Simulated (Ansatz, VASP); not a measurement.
# PtS2: VASP beside Ansatz

Aim: how closely do two programs agree when they are given the same cell, functional and k mesh? The cell is taken from a series of runs on this material, whose earlier steps may have relaxed, scaled, displaced or heated it; both programs get it as it stands.

Method: plane waves, with VASP 6.6.1 beside it; PBEsol, in Ansatz 0.2.0.

### 1. Starting point

The cell holds 9 atoms: 6 S and 3 Pt. Cell: a = 3.543 Å, b = 3.543 Å, c = 27.365 Å, α = 90.0°, β = 90.0°, γ = 120.0°. It derives from PtS2. As first built, before any earlier steps moved the atoms or strained the cell (in the runner's words): kind sheets cut from a layered crystal; sheets 3; fields 0 to 0.4 V/Å. Vacuum lies along c.

Structure file:

```xyz
9
Lattice="3.5432 0.0000 0.0000 -1.7716 3.0685 0.0000 0.0000 0.0000 27.3652" Properties=species:S:1:pos:R:3
S     0.0000    2.0457   19.3769
S     1.7716    1.0228   16.9641
S     0.0000    2.0457   14.8792
S     1.7716    1.0228   12.4860
S     0.0000    2.0457   10.4012
S     1.7716    1.0228    7.9883
Pt    0.0000    0.0000   18.1527
Pt    0.0000    0.0000   13.6826
Pt    0.0000    0.0000    9.2125
```

### 2. VASP: single point, PBEsol

With cell and atoms fixed, the geometry can't cause a difference; cores, projectors, grids and the points listed under the comparison can.

Lines of VASP's logs that name or quote its potential files are left out, and so is its time.

The input, INCAR:

```
SYSTEM = PtS2
PREC = Accurate
ENCUT = 400
EDIFF = 1E-06
NELM = 120
ISMEAR = -1
SIGMA = 0.02
LREAL = .FALSE.
ALGO = Normal
GGA = PS
NBANDS = 42
LASPH = .TRUE.
LORBIT = 11
LWAVE = .FALSE.
LCHARG = .FALSE.
ISIF = 2
GGA_COMPAT = .FALSE.
EFERMI = MIDGAP
KPAR = 2
```

The input, POSCAR:

```
PtS2
1.0
    3.5432000002      0.0000000000      0.0000000000
   -1.7716000001      3.0685012108      0.0000000000
    0.0000000000      0.0000000000     27.3652152000
S Pt
6 3
Direct
    0.3333333333      0.6666666667      0.7080845054
    0.6666666667      0.3333333333      0.6199132826
    0.3333333333      0.6666666667      0.5437266143
    0.6666666667      0.3333333333      0.4562733857
    0.3333333333      0.6666666667      0.3800867174
    0.6666666667      0.3333333333      0.2919154946
    0.0000000000      0.0000000000      0.6633491059
    0.0000000000      0.0000000000      0.5000000000
    0.0000000000      0.0000000000      0.3366508941
```

The input, KPOINTS:

```
Automatic mesh
0
Gamma
12 12 1
0 0 0
```

PAW data sets: S and Pt (PBE family, release 64).

Launch:

```console
$ mpirun -np 2 vasp_std
```

Numbers of over 12 decimals in the logs are rounded to 6 here.

The program printed:

```text
[banner, memory and clock lines left out]
running    2 mpi-ranks, on    1 nodes
 distrk:  each k-point on    1 cores,    2 groups
 distr:  one band on    1 cores,    1 groups

 POSCAR found type information on POSCAR S Pt
 POSCAR found :  2 types and       9 ions
|                                                                             |
|               ----> ADVICE to this user running VASP <----                  |
|                                                                             |
|     You enforced a specific xc type in the INCAR file but a different       |
|     [... a line on the potential file left out ...]
|     I HOPE YOU KNOW WHAT YOU ARE DOING!                                     |
|                                                                             |

 LDA part: xc-table for (Slater+PW92), standard interpolation
 POSCAR, INCAR and KPOINTS ok, starting setup
 FFT: planning ... GRIDC
 FFT: planning ... GRID_SOFT
 FFT: planning ... GRID
 WAVECAR not read
 entering main loop
       N       E                     dE             d eps       ncg     rms          rms(c)
DAV:   1     0.426832226605E+03    0.42683E+03   -0.24649E+04  1596   0.108E+03
DAV:   2    -0.144737073349E+02   -0.44131E+03   -0.42080E+03  2102   0.243E+02
DAV:   3    -0.534771964967E+02   -0.39003E+02   -0.37833E+02  1958   0.750E+01
DAV:   4    -0.547645200880E+02   -0.12873E+01   -0.12781E+01  2030   0.146E+01
DAV:   5    -0.548030518755E+02   -0.38532E-01   -0.38496E-01  2064   0.253E+00    0.333E+01
DAV:   6    -0.515476007479E+02    0.32555E+01   -0.20515E+01  1762   0.303E+01    0.219E+01
DAV:   7    -0.511404833493E+02    0.40712E+00   -0.58474E+00  1712   0.179E+01    0.721E+00
DAV:   8    -0.508907263566E+02    0.24976E+00   -0.50241E-01  1888   0.487E+00    0.203E+00
DAV:   9    -0.508590594120E+02    0.31667E-01   -0.16306E-01  1866   0.258E+00    0.531E-01
DAV:  10    -0.508604196133E+02   -0.13602E-02   -0.15466E-02  1960   0.585E-01    0.646E-01
DAV:  11    -0.508605559190E+02   -0.13631E-03   -0.61856E-04  2048   0.125E-01    0.545E-01
DAV:  12    -0.508612187485E+02   -0.66283E-03   -0.46747E-03  1896   0.301E-01    0.635E-01
DAV:  13    -0.508615035958E+02   -0.28485E-03   -0.57772E-04  1980   0.131E-01    0.865E-01
DAV:  14    -0.508609274405E+02    0.57616E-03   -0.35993E-04  1886   0.838E-02    0.629E-01
DAV:  15    -0.508604462609E+02    0.48118E-03   -0.91757E-04  1884   0.106E-01    0.251E-01
DAV:  16    -0.508603978843E+02    0.48377E-04   -0.73753E-05  2104   0.346E-02    0.157E-01
DAV:  17    -0.508604149961E+02   -0.17112E-04   -0.90336E-06  1904   0.138E-02    0.187E-01
DAV:  18    -0.508603871500E+02    0.27846E-04   -0.24389E-05  1868   0.169E-02    0.107E-01
DAV:  19    -0.508603752531E+02    0.11897E-04   -0.33512E-05  1890   0.199E-02    0.313E-02
DAV:  20    -0.508603754721E+02   -0.21896E-06   -0.72707E-07  1088   0.398E-03
   1 F= -.50860375E+02 E0= -.50860375E+02  d E =-.720386E-06
```

OUTCAR, selected parts (step 2):

```text
ion  position               nearest neighbor table
   1  0.333  0.667  0.708-   7 2.38   7 2.38   7 2.38
   2  0.667  0.333  0.620-   7 2.37   7 2.37   7 2.37
   3  0.333  0.667  0.544-   8 2.37   8 2.37   8 2.37
   4  0.667  0.333  0.456-   8 2.37   8 2.37   8 2.37
   5  0.333  0.667  0.380-   9 2.37   9 2.37   9 2.37
   6  0.667  0.333  0.292-   9 2.38   9 2.38   9 2.38
   7  0.000  0.000  0.663-   2 2.37   2 2.37   2 2.37   1 2.38   1 2.38   1 2.38
   8  0.000  0.000  0.500-   3 2.37   4 2.37   3 2.37   4 2.37   4 2.37   3 2.37
   9  0.000  0.000  0.337-   5 2.37   5 2.37   5 2.37   6 2.38   6 2.38   6 2.38

  LATTYP: Found a hexagonal cell.
 ALAT       =     3.5432000002
 C/A-ratio  =     7.7233052603

 Subroutine GETGRP returns: Found 12 space group operations
 (whereof 12 operations were pure point group operations)

The static configuration has the point symmetry D_3d.

 Found     19 irreducible k-points:

   k-points           NKPTS =     19   k-points in BZ     NKDIM =     19   number of bands    NBANDS=     42

   dimension x,y,z NGX =    24 NGY =   24 NGZ =  180
   dimension x,y,z NGXF=    48 NGYF=   48 NGZF=  360

   ENCUT  =  400.0 eV  29.40 Ry    5.42 a.u.   5.78  5.78 44.63*2*pi/ulx,y,z

   NELECT =      66.0000    total number of electrons

 k-points in reciprocal lattice and weights: Automatic mesh
   0.00000000  0.00000000  0.00000000       0.007
   0.08333333 -0.00000000  0.00000000       0.042
   0.16666667 -0.00000000  0.00000000       0.042
   0.25000000  0.00000000  0.00000000       0.042
   0.33333333 -0.00000000  0.00000000       0.042
   0.41666667 -0.00000000  0.00000000       0.042
   0.50000000  0.00000000  0.00000000       0.021
   0.08333333  0.08333333  0.00000000       0.042
   0.16666667  0.08333333  0.00000000       0.083
[...]
0.33333333  0.25000000  0.00000000       0.083
   0.33333333  0.33333333  0.00000000       0.014

 average (electrostatic) potential at core
       1 -90.7536       2 -91.0746       3 -91.0747       4 -91.0747       5 -91.0746
       6 -90.7536       7 -73.6212       8 -73.6780       9 -73.6212

 E-fermi :   1.7524

 k-point     1 :       0.0000    0.0000    0.0000
  band No.  band energies     occupation
    ...
     29      -0.0740      2.00000
     30       0.1260      2.00000
     31       0.1260      2.00000
     32       0.6820      2.00000
     33       1.5645      1.99983
     34       2.9909      0.00000
     35       2.9909      0.00000
     36       3.5746      0.00000
     37       3.5746      0.00000
     38       4.0404      0.00000
    ...

 k-point     2 :       0.0833   -0.0000    0.0000
  band No.  band energies     occupation
    ...
     29       0.0426      2.00000
     30       0.1726      2.00000
     31       0.1946      2.00000
     32       1.1290      2.00000
     33       1.5042      1.99999
     34       2.7812      0.00000
     35       2.8342      0.00000
     36       3.1521      0.00000
     37       3.4661      0.00000
     38       3.6034      0.00000
    ...

 k-point     3 :       0.1667   -0.0000    0.0000
  band No.  band energies     occupation
    ...
     29       0.0368      2.00000
     30       0.2139      2.00000
     31       0.2210      2.00000
     32       0.7924      2.00000
     33       1.3742      2.00000
     34       2.5635      0.00000
     35       2.5689      0.00000
     36       2.7434      0.00000
     37       3.0345      0.00000
     38       3.2538      0.00000
    ...

  Total        2.5266711      2.5266711      1.9835235      0.0000000      0.0000000      0.0000000
  in kB       13.6062506     13.6062506     10.6813737      0.0000000      0.0000000      0.0000000
  external PRESSURE =      12.6312916 kB  Pullay stress =       0.0000000 kB

  energy-cutoff  :      400.00
  volume of cell :      297.52
      direct lattice vectors                 reciprocal lattice vectors
     3.543200000  0.000000000  0.000000000     0.282230752  0.162946001  0.000000000
    -1.771600000  3.068501211  0.000000000     0.000000000  0.325892001  0.000000000
     0.000000000  0.000000000 27.365215200     0.000000000  0.000000000  0.036542742

 POSITION                                       TOTAL-FORCE (eV/Angst)
 -----------------------------------------------------------------------------------
     -0.00000      2.04567     19.37688        -0.000000      0.000000      0.034082
      1.77160      1.02283     16.96406        -0.000000      0.000000      0.063581
     -0.00000      2.04567     14.87920        -0.000000     -0.000000      0.033372
      1.77160      1.02283     12.48602         0.000000      0.000000     -0.033372
     -0.00000      2.04567     10.40115         0.000000     -0.000000     -0.063581
      1.77160      1.02283      7.98833         0.000000     -0.000000     -0.034082
      0.00000      0.00000     18.15269         0.000000     -0.000000      0.126946
      0.00000      0.00000     13.68261         0.000000     -0.000000     -0.000000
      0.00000      0.00000      9.21252        -0.000000     -0.000000     -0.126946
 -----------------------------------------------------------------------------------
    total drift:                               -0.000000      0.000000      0.000000

  FREE ENERGIE OF THE ION-ELECTRON SYSTEM (eV)
  ---------------------------------------------------
  free  energy   TOTEN  =       -50.8603754721 eV

  energy  without entropy=      -50.8603747517  energy(sigma->0) =      -50.86037511

 total charge
# of ion       s       p       d       tot
------------------------------------------
    1        1.353   2.267   0.000   3.620
    2        1.361   2.246   0.000   3.607
    3        1.361   2.248   0.000   3.609
    4        1.361   2.248   0.000   3.609
    5        1.361   2.246   0.000   3.607
    6        1.353   2.267   0.000   3.620
    7        0.704   0.809   8.005   9.519
    8        0.710   0.816   8.023   9.549
    9        0.704   0.809   8.005   9.519
--------------------------------------------------
tot         10.269  15.958  24.034  50.260

[... 3 further parts left out ...]
```

(Continued in part 2 of 2.)

[Lines on the potential files, build, host, timing and source positions are cut from VASP's logs without a mark.]

[Logs are printed without paths, hosts, clocks, repeated set-up lines and the standing remarks that a program may print on its own settings, such as how far it seeks lower states.]

[Hosts, paths, dates, database ids (printed as entryN), source tags and the programs' standing remarks are cut or masked in the printed files.]
